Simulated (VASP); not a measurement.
# G0W0 gap of WS2 (Tungstenite) against strain, part 4 of 5

Wanted: the deformation potential of the gap of WS2 (Tungstenite), from G0W0. The cell has space group P6_3/mmc. The start is a cell from a database of measured crystal structures.

VASP 6.6.1, plane waves and PAW; the level of theory is named at each step.

So far, quasiparticle gap on the mesh (eV): step 5 (G0W0) 1.58. Also gap on the k-mesh (eV): step 4 (empty bands) 1.04; step 6 (ground state of a strained cell, scale 0.94) 0.985.

The database entry behind the starting cell differs from later determinations by our own check (an axis about 1.4 % long against later determinations), so it need not match the best structure at ambient conditions.

## 8. G0W0, scale 0.94

This step: G0W0 on PBE, no spin polarisation; plane waves and PAW (W_sv_GW, S_GW) (VASP 6.6.1).

G0W0 on the strained cell, with unchanged settings.

Contents of INCAR:

```
SYSTEM = WS2
PREC = Accurate
ENCUT = 340
ISMEAR = 0
SIGMA = 0.01
LREAL = .FALSE.
GGA = PE
NBANDS = 328
LASPH = .TRUE.
ALGO = EVGW0
NELMGW = 1
ENCUTGW = 120
NOMEGA = 48
PRECFOCK = Fast
NBANDSGW = 40
LWAVE = .FALSE.
LCHARG = .FALSE.
```

Contents of POSCAR:

```
WS2
1.0
    3.1150838257      0.0000000000      0.0000000000
   -1.5575419129      2.6977417280      0.0000000000
    0.0000000000      0.0000000000     12.2448263589
W S
2 4
Direct
    0.6666666667      0.3333333333      0.7500000000
    0.3333333333      0.6666666667      0.2500000000
    0.6666666667      0.3333333333      0.3752671102
    0.3333333333      0.6666666667      0.8752671102
    0.6666666667      0.3333333333      0.1247328898
    0.3333333333      0.6666666667      0.6247328898
```

Contents of KPOINTS:

```
Automatic mesh
0
Gamma
6 6 1
0 0 0
```

Potentials, in the order of the species: W_sv_GW and S_GW (PBE family, release 64).

Launch:

```sh
mpirun -np 8 vasp_std
```

Log:

```text
[banner, memory and clock lines left out]
running    8 mpi-ranks, on    1 nodes
[...]
[... a notice as in an earlier step ...]

 [... a notice as in an earlier step ...]

 LDA part: xc-table for (Slater+PW92), standard interpolation
 found WAVECAR, reading the header
 POSCAR, INCAR and KPOINTS ok, starting setup
[...]
reading WAVECAR
 the WAVECAR file was read successfully
 initial charge from wavefunction
 available memory per node:     60.37 GB, setting MAXMEM to     61821

 The Fermi energy was updated, please check that it is located mid-gap
 values below the HOMO (VB) or above the LUMO (CB) will cause erroneous energies
 E-fermi :   8.8455

 calculate exact exchange contribution
 the WAVEDER file was read successfully
 [... a notice as in an earlier step ...]

energies w=
    0.000    0.000    1.095    0.000    2.186    0.000    3.269    0.000
    4.339    0.000    5.394    0.000    6.433    0.000    7.453    0.000
    8.454    0.000    9.437    0.000   10.403    0.000   11.353    0.000
[...]
total number of BLAS operations       1543.54 Gflops
NQ=   3    0.3333    0.0000    0.0000,
|.........|.........|.........|.........|.........|.........|.........|.........
 performed       3453000 updates of chi_q(r,r)
 total number of BLAS operations       2536.95 Gflops
NQ=   4    0.5000   -0.0000    0.0000,
|.........|.........|.........|.........|.........|.........|.........|.........
 performed       4464000 updates of chi_q(r,r)
 total number of BLAS operations       3355.18 Gflops
NQ=   5    0.1667    0.1667    0.0000,
|.........|.........|.........|.........|.........|.........|.........|.........
 performed       5816000 updates of chi_q(r,r)
 total number of BLAS operations       4348.59 Gflops
NQ=   6    0.3333    0.1667    0.0000,
|.........|.........|.........|.........|.........|.........|.........|.........
 performed       7325000 updates of chi_q(r,r)
 total number of BLAS operations       5501.99 Gflops
NQ=   7    0.3333    0.3333    0.0000,
|.........|.........|.........|.........|.........|.........|.........|.........
 performed       8205000 updates of chi_q(r,r)
 total number of BLAS operations       6174.34 Gflops
 resolving degeneracies of screened two electron integrals

 calculate QP shifts <psi_nk| G(iteration)W_0 |psi_nk>: iteration 1
 entering main loop
```

Wall time 3.2 min (8 MPI ranks of Intel Xeon Platinum 8259CL at 2.50GHz (Skylake/Cascade Lake), shared host); peak memory 2.3 GiB; 20 min of CPU time.

Parts of OUTCAR (step 8):

```text
 QP shifts <psi_nk| G(iteration)W_0 |psi_nk>: iteration 1
 for sc-GW calculations column KS-energies equals QP-energies in previous step
 and V_xc(KS)=  KS-energies - (<T + V_ion + V_H > + <T+V_H+V_ion>^1  + <V_x>^1)
 k-point   1 :       0.0000    0.0000    0.0000
  band No.  KS-energies  QP-energies   sigma(KS)   V_xc(KS)     V^pw_x(r,r')   Z            occupation Imag(sigma)
    ...
     23       5.9348       5.6220     -15.7774     -15.3749     -17.3954       0.7770       2.0000       0.2698
     24       6.7215       6.2070     -14.5124     -13.8478     -16.5316       0.7743       2.0000       0.2979
     25       7.0367       6.7523     -14.4061     -14.0419     -15.3977       0.7810       2.0000       0.2195
     26       8.3528       8.1997     -15.4720     -15.2752     -15.9794       0.7774       2.0000       0.1434
     27      10.6844      11.2455     -14.2469     -14.9664     -10.3103       0.7799       0.0000      -0.3163
     28      10.6844      11.2455     -14.2469     -14.9664     -10.3103       0.7799       0.0000      -0.3163
     29      10.6884      11.2429     -14.1707     -14.8815     -10.2143       0.7801       0.0000      -0.3177
     30      10.6884      11.2429     -14.1707     -14.8815     -10.2143       0.7801       0.0000      -0.3177
    ...

[... 2 parts as in an earlier step ...]

[... 1 further part left out ...]
[key lines of the parts left out:]
E-fermi :   8.8455
```

The gap is now 1.507 eV, -68 meV against the unstrained cell. Spin-orbit coupling is left out. VASP warns that the automatic setting of its frequency mesh failed and advises more k points, so the value is in doubt.

## 9. Ground state of a strained cell, scale 0.97

This step: PBE, no spin polarisation; plane waves and PAW (W_sv_GW, S_GW) (VASP 6.6.1).

The volume is scaled by 0.97, at the same cutoff, mesh and band count, and the chain is run again.

Contents of INCAR:

```
SYSTEM = WS2
PREC = Accurate
ENCUT = 340
EDIFF = 1E-08
NELM = 100
ISMEAR = 0
SIGMA = 0.01
LREAL = .FALSE.
ALGO = Normal
GGA = PE
NBANDS = 32
LASPH = .TRUE.
LORBIT = 11
LWAVE = .TRUE.
LCHARG = .FALSE.
KPAR = 4
```

Changes to POSCAR since step 8:

```diff
@@ -2,5 +2,5 @@
 1.0
-    3.1150838257      0.0000000000      0.0000000000
-   -1.5575419129      2.6977417280      0.0000000000
-    0.0000000000      0.0000000000     12.2448263589
+    3.1478765916      0.0000000000      0.0000000000
+   -1.5739382958      2.7261410963      0.0000000000
+    0.0000000000      0.0000000000     12.3737287406
 W S
```

KPOINTS is that of step 8.

Launch:

```sh
mpirun -np 8 vasp_std
```

Log:

```text
[... set-up lines as in an earlier step ...]
 entering main loop
       N       E                     dE             d eps       ncg     rms          rms(c)
DAV:   1     0.355530635905E+03    0.35553E+03   -0.24195E+04   520   0.110E+03
DAV:   2    -0.312452665741E+02   -0.38678E+03   -0.38035E+03   576   0.326E+02
DAV:   3    -0.555139612429E+02   -0.24269E+02   -0.24143E+02   568   0.827E+01
DAV:   4    -0.564022251999E+02   -0.88826E+00   -0.88743E+00   664   0.157E+01
[...]
DAV:  18    -0.512099715053E+02   -0.61019E-07   -0.48686E-08   520   0.976E-04    0.114E-03
DAV:  19    -0.512099715230E+02   -0.17767E-07   -0.21625E-09   368   0.253E-04    0.851E-04
DAV:  20    -0.512099715238E+02   -0.76398E-09   -0.74796E-10   360   0.139E-04
   1 F= -.51209972E+02 E0= -.51209972E+02  d E =-.162481-107
 writing wavefunctions
```

Elapsed: 12 s, on 8 MPI ranks; peak memory 1.3 GiB.

Parts of OUTCAR (step 9):

```text
  Total        3.2532320      3.2532320      4.8974734      0.0000000      0.0000000      0.0000000
  in kB       49.0861536     49.0861536     73.8951690      0.0000000      0.0000000      0.0000000
  external PRESSURE =      57.3558254 kB  Pullay stress =       0.0000000 kB

 POSITION                                       TOTAL-FORCE (eV/Angst)
 -----------------------------------------------------------------------------------
      1.57394      0.90871      9.28030        -0.000000      0.000000      0.000000
     -0.00000      1.81743      3.09343         0.000000     -0.000000      0.000000
      1.57394      0.90871      4.64345         0.000000      0.000000      0.628642
     -0.00000      1.81743     10.83032         0.000000      0.000000      0.628642
      1.57394      0.90871      1.54341        -0.000000      0.000000     -0.628642
     -0.00000      1.81743      7.73028         0.000000     -0.000000     -0.628642
 -----------------------------------------------------------------------------------
    total drift:                               -0.000000      0.000000     -0.000000

  FREE ENERGIE OF THE ION-ELECTRON SYSTEM (eV)
  ---------------------------------------------------
  free  energy   TOTEN  =       -51.2099715238 eV

  energy  without entropy=      -51.2099715238  energy(sigma->0) =      -51.20997152

[... 1 part as in an earlier step ...]

[... 2 further parts left out ...]
[key lines of the parts left out:]
E-fermi :   8.0621
```

The run ends at a pressure of 5.74 GPa, with forces up to 0.63 eV/Å.

## 10. Empty bands, scale 0.97

The empty bands are made again, for the run that follows.

Contents of INCAR:

```
SYSTEM = WS2
PREC = Accurate
ENCUT = 340
ISMEAR = 0
SIGMA = 0.01
LREAL = .FALSE.
GGA = PE
NBANDS = 328
LASPH = .TRUE.
ALGO = Exact
NELM = 1
LWAVE = .TRUE.
LCHARG = .FALSE.
LOPTICS = .TRUE.
NEDOS = 1000
CSHIFT = 0.1
```

POSCAR is that of step 9.

KPOINTS is that of step 9.

Launch:

```sh
mpirun -np 8 vasp_std
```

Log:

```text
[... set-up lines as in an earlier step ...]
 entering main loop
       N       E                     dE             d eps       ncg     rms          rms(c)
DIA:   1    -0.512099715187E+02   -0.51210E+02    0.00000E+00     0   0.000E+00
   1 F= -.51209972E+02 E0= -.51209972E+02  d E =-.687772E-60
 writing wavefunctions
 optical routines
 imaginary and real dielectric function
 recalculating local potential from charge density
 direction            1
 direction            2
 direction            3
```

Run time: 15 s. Hardware: 8 MPI ranks; peak memory 1.6 GiB; 96 s of CPU time.

From OUTCAR (step 10):

```text
  Total        3.2533244      3.2533244      4.8977469     -0.0000000      0.0000000     -0.0000000
  in kB       49.0875479     49.0875479     73.8992965     -0.0000000      0.0000000     -0.0000000
  external PRESSURE =      57.3581308 kB  Pullay stress =       0.0000000 kB

 POSITION                                       TOTAL-FORCE (eV/Angst)
 -----------------------------------------------------------------------------------
      1.57394      0.90871      9.28030         0.000000     -0.000000      0.000000
     -0.00000      1.81743      3.09343        -0.000000      0.000000      0.000000
      1.57394      0.90871      4.64345        -0.000000     -0.000000      0.628636
     -0.00000      1.81743     10.83032         0.000000      0.000000      0.628636
      1.57394      0.90871      1.54341        -0.000000     -0.000000     -0.628636
     -0.00000      1.81743      7.73028         0.000000      0.000000     -0.628636
 -----------------------------------------------------------------------------------
    total drift:                               -0.000000      0.000000     -0.000000

  FREE ENERGIE OF THE ION-ELECTRON SYSTEM (eV)
  ---------------------------------------------------
  free  energy   TOTEN  =       -51.2099715187 eV

  energy  without entropy=      -51.2099715187  energy(sigma->0) =      -51.20997152

[... 2 parts as in an earlier step ...]

[... 1 further part left out ...]
[key lines of the parts left out:]
E-fermi :   8.0213
```

## 11. G0W0, scale 0.97

This step: G0W0 on PBE, no spin polarisation; plane waves and PAW (W_sv_GW, S_GW) (VASP 6.6.1).

Contents of INCAR:

```
SYSTEM = WS2
PREC = Accurate
ENCUT = 340
ISMEAR = 0
SIGMA = 0.01
LREAL = .FALSE.
GGA = PE
NBANDS = 328
LASPH = .TRUE.
ALGO = EVGW0
NELMGW = 1
ENCUTGW = 120
NOMEGA = 48
PRECFOCK = Fast
NBANDSGW = 40
LWAVE = .FALSE.
LCHARG = .FALSE.
```

POSCAR is that of step 10.

KPOINTS is that of step 10.

Launch:

```sh
mpirun -np 8 vasp_std
```

Log:

```text
[banner, memory and clock lines left out]
running    8 mpi-ranks, on    1 nodes
[...]
[... a notice as in an earlier step ...]

 [... a notice as in an earlier step ...]

 LDA part: xc-table for (Slater+PW92), standard interpolation
 found WAVECAR, reading the header
 POSCAR, INCAR and KPOINTS ok, starting setup
[...]
reading WAVECAR
 the WAVECAR file was read successfully
 initial charge from wavefunction
 available memory per node:     62.43 GB, setting MAXMEM to     63930

 The Fermi energy was updated, please check that it is located mid-gap
 values below the HOMO (VB) or above the LUMO (CB) will cause erroneous energies
 E-fermi :   8.4162

 calculate exact exchange contribution
 the WAVEDER file was read successfully
 [... a notice as in an earlier step ...]

energies w=
    0.000    0.000    1.120    0.000    2.234    0.000    3.340    0.000
    4.433    0.000    5.511    0.000    6.570    0.000    7.610    0.000
    8.631    0.000    9.633    0.000   10.616    0.000   11.584    0.000
[...]
total number of BLAS operations       1648.70 Gflops
NQ=   3    0.3333    0.0000    0.0000,
|.........|.........|.........|.........|.........|.........|.........|.........
 performed       3453000 updates of chi_q(r,r)
 total number of BLAS operations       2777.58 Gflops
NQ=   4    0.5000    0.0000    0.0000,
|.........|.........|.........|.........|.........|.........|.........|.........
 performed       4464000 updates of chi_q(r,r)
 total number of BLAS operations       3595.82 Gflops
NQ=   5    0.1667    0.1667    0.0000,
|.........|.........|.........|.........|.........|.........|.........|.........
 performed       5816000 updates of chi_q(r,r)
 total number of BLAS operations       4655.87 Gflops
NQ=   6    0.3333    0.1667    0.0000,
|.........|.........|.........|.........|.........|.........|.........|.........
 performed       7325000 updates of chi_q(r,r)
 total number of BLAS operations       5862.12 Gflops
NQ=   7    0.3333    0.3333    0.0000,
|.........|.........|.........|.........|.........|.........|.........|.........
 performed       8205000 updates of chi_q(r,r)
 total number of BLAS operations       6534.48 Gflops
 resolving degeneracies of screened two electron integrals

 calculate QP shifts <psi_nk| G(iteration)W_0 |psi_nk>: iteration 1
 entering main loop
```

The job ended after 3.1 min (8 MPI ranks; peak memory 2.3 GiB).

OUTCAR, selected parts (step 11):

```text
 QP shifts <psi_nk| G(iteration)W_0 |psi_nk>: iteration 1
 for sc-GW calculations column KS-energies equals QP-energies in previous step
 and V_xc(KS)=  KS-energies - (<T + V_ion + V_H > + <T+V_H+V_ion>^1  + <V_x>^1)
 k-point   1 :       0.0000    0.0000    0.0000
  band No.  KS-energies  QP-energies   sigma(KS)   V_xc(KS)     V^pw_x(r,r')   Z            occupation Imag(sigma)
    ...
     23       5.5824       5.2657     -15.6808     -15.2716     -17.2768       0.7738       2.0000       0.2783
     24       6.3121       5.7940     -14.4420     -13.7714     -16.4546       0.7726       2.0000       0.3071
     25       6.7079       6.4346     -14.3857     -14.0345     -15.3373       0.7783       2.0000       0.2227
     26       7.9074       7.7590     -15.4224     -15.2308     -15.9208       0.7748       2.0000       0.1498
     27      10.2004      10.7666     -14.2156     -14.9439     -10.2988       0.7775       0.0000      -0.3195
     28      10.2004      10.7666     -14.2156     -14.9439     -10.2988       0.7775       0.0000      -0.3195
     29      10.2068      10.7669     -14.1451     -14.8653     -10.2090       0.7776       0.0000      -0.3211
     30      10.2068      10.7669     -14.1451     -14.8653     -10.2090       0.7776       0.0000      -0.3211
    ...

[... 2 parts as in an earlier step ...]

[... 1 further part left out ...]
[key lines of the parts left out:]
E-fermi :   8.4162
```

The gap is now 1.544 eV, -31 meV against the unstrained cell. Spin-orbit coupling is left out. VASP warns that the automatic setting of its frequency mesh failed and advises more k points, so the value is in doubt.

## 12. Ground state of a strained cell, scale 1.03

This step: PBE, no spin polarisation; plane waves and PAW (W_sv_GW, S_GW) (VASP 6.6.1).

The volume is scaled by 1.03, at the same cutoff, mesh and band count, and the chain is run again.

Contents of INCAR:

```
SYSTEM = WS2
PREC = Accurate
ENCUT = 340
EDIFF = 1E-08
NELM = 100
ISMEAR = 0
SIGMA = 0.01
LREAL = .FALSE.
ALGO = Normal
GGA = PE
NBANDS = 32
LASPH = .TRUE.
LORBIT = 11
LWAVE = .TRUE.
LCHARG = .FALSE.
KPAR = 4
```

Changes to POSCAR since step 11:

```diff
@@ -2,5 +2,5 @@
 1.0
-    3.1478765916      0.0000000000      0.0000000000
-   -1.5739382958      2.7261410963      0.0000000000
-    0.0000000000      0.0000000000     12.3737287406
+    3.2114871963      0.0000000000      0.0000000000
+   -1.6057435981      2.7812294959      0.0000000000
+    0.0000000000      0.0000000000     12.6237704256
 W S
```

KPOINTS is that of step 11.

Launch:

```sh
mpirun -np 8 vasp_std
```

Log:

```text
[... set-up lines as in an earlier step ...]
 entering main loop
       N       E                     dE             d eps       ncg     rms          rms(c)
DAV:   1     0.365547678875E+03    0.36555E+03   -0.23782E+04   520   0.109E+03
DAV:   2    -0.312394279792E+02   -0.39679E+03   -0.38957E+03   592   0.325E+02
DAV:   3    -0.561313302200E+02   -0.24892E+02   -0.24807E+02   560   0.845E+01
DAV:   4    -0.570681393765E+02   -0.93681E+00   -0.93610E+00   664   0.159E+01
[...]
DAV:  17    -0.513022553517E+02    0.20272E-07   -0.25763E-08   464   0.785E-04    0.525E-04
DAV:  18    -0.513022553198E+02    0.31939E-07   -0.47313E-09   384   0.387E-04    0.538E-04
DAV:  19    -0.513022553206E+02   -0.78853E-09   -0.11546E-09   360   0.170E-04
   1 F= -.51302255E+02 E0= -.51302255E+02  d E =-.618553E-81
 writing wavefunctions
```

The job ended after 11 s (8 MPI ranks; peak memory 1.3 GiB; 68 s of CPU time).

From OUTCAR (step 12):

```text
  Total       -3.2195181     -3.2195181     -2.2466566     -0.0000000      0.0000000      0.0000000
  in kB      -45.7477085    -45.7477085    -31.9238432     -0.0000000      0.0000000      0.0000000
  external PRESSURE =     -41.1397534 kB  Pullay stress =       0.0000000 kB

 POSITION                                       TOTAL-FORCE (eV/Angst)
 -----------------------------------------------------------------------------------
      1.60574      0.92708      9.46783         0.000000     -0.000000      0.000000
     -0.00000      1.85415      3.15594        -0.000000      0.000000      0.000000
      1.60574      0.92708      4.73729         0.000000     -0.000000     -0.424918
     -0.00000      1.85415     11.04917         0.000000     -0.000000     -0.424918
      1.60574      0.92708      1.57460         0.000000      0.000000      0.424918
     -0.00000      1.85415      7.88648        -0.000000      0.000000      0.424918
 -----------------------------------------------------------------------------------
    total drift:                               -0.000001      0.000000     -0.000000

  FREE ENERGIE OF THE ION-ELECTRON SYSTEM (eV)
  ---------------------------------------------------
  free  energy   TOTEN  =       -51.3022553206 eV

  energy  without entropy=      -51.3022553206  energy(sigma->0) =      -51.30225532

[... 1 part as in an earlier step ...]

[... 2 further parts left out ...]
[key lines of the parts left out:]
E-fermi :   7.2253
```

The run ends at a pressure of -4.11 GPa, with forces up to 0.42 eV/Å.

## 13. Empty bands, scale 1.03

The empty bands are made again, for the run that follows.

Contents of INCAR:

```
SYSTEM = WS2
PREC = Accurate
ENCUT = 340
ISMEAR = 0
SIGMA = 0.01
LREAL = .FALSE.
GGA = PE
NBANDS = 328
LASPH = .TRUE.
ALGO = Exact
NELM = 1
LWAVE = .TRUE.
LCHARG = .FALSE.
LOPTICS = .TRUE.
NEDOS = 1000
CSHIFT = 0.1
```

POSCAR is that of step 12.

KPOINTS is that of step 12.

Launch:

```sh
mpirun -np 8 vasp_std
```

Log:

```text
[... set-up lines as in an earlier step ...]
 entering main loop
       N       E                     dE             d eps       ncg     rms          rms(c)
DIA:   1    -0.513022553268E+02   -0.51302E+02    0.00000E+00     0   0.000E+00
   1 F= -.51302255E+02 E0= -.51302255E+02  d E =-.101160E-32
 writing wavefunctions
 optical routines
 imaginary and real dielectric function
 recalculating local potential from charge density
 direction            1
 direction            2
 direction            3
```

Run time: 16 s. Hardware: 8 MPI ranks; peak memory 1.7 GiB; 1.7 min of CPU time.

From OUTCAR (step 13):

```text
  Total       -3.2194401     -3.2194401     -2.2463652     -0.0000000      0.0000000      0.0000000
  in kB      -45.7466004    -45.7466004    -31.9197030     -0.0000000      0.0000000      0.0000000
  external PRESSURE =     -41.1376346 kB  Pullay stress =       0.0000000 kB

 POSITION                                       TOTAL-FORCE (eV/Angst)
 -----------------------------------------------------------------------------------
      1.60574      0.92708      9.46783        -0.000000      0.000000     -0.000000
     -0.00000      1.85415      3.15594         0.000000      0.000000     -0.000000
      1.60574      0.92708      4.73729        -0.000000      0.000000     -0.424919
     -0.00000      1.85415     11.04917         0.000000     -0.000000     -0.424919
      1.60574      0.92708      1.57460         0.000000      0.000000      0.424919
     -0.00000      1.85415      7.88648         0.000000     -0.000000      0.424919
 -----------------------------------------------------------------------------------
    total drift:                               -0.000001      0.000000     -0.000000

  FREE ENERGIE OF THE ION-ELECTRON SYSTEM (eV)
  ---------------------------------------------------
  free  energy   TOTEN  =       -51.3022553268 eV

  energy  without entropy=      -51.3022553268  energy(sigma->0) =      -51.30225533

[... 2 parts as in an earlier step ...]

[... 1 further part left out ...]
[key lines of the parts left out:]
E-fermi :   7.1737
```

(Continued in part 5 of 5.)

[Lines on the potential files, build, host, timing and source positions are cut from VASP's logs without a mark.]

[Logs are printed without paths, hosts, clocks, repeated set-up lines and the standing remarks that a program may print on its own settings, such as how far it seeks lower states.]

[Hosts, paths, dates, database ids (printed as entryN), source tags and the programs' standing remarks are cut or masked in the printed files.]

[Pressures printed for these runs are not shown converged in the cutoff: they can be off by several GPa and have the wrong sign.]

[In band tables of VASP the shares of atoms and orbitals are scaled to a sum of 1 inside the atoms' spheres.]
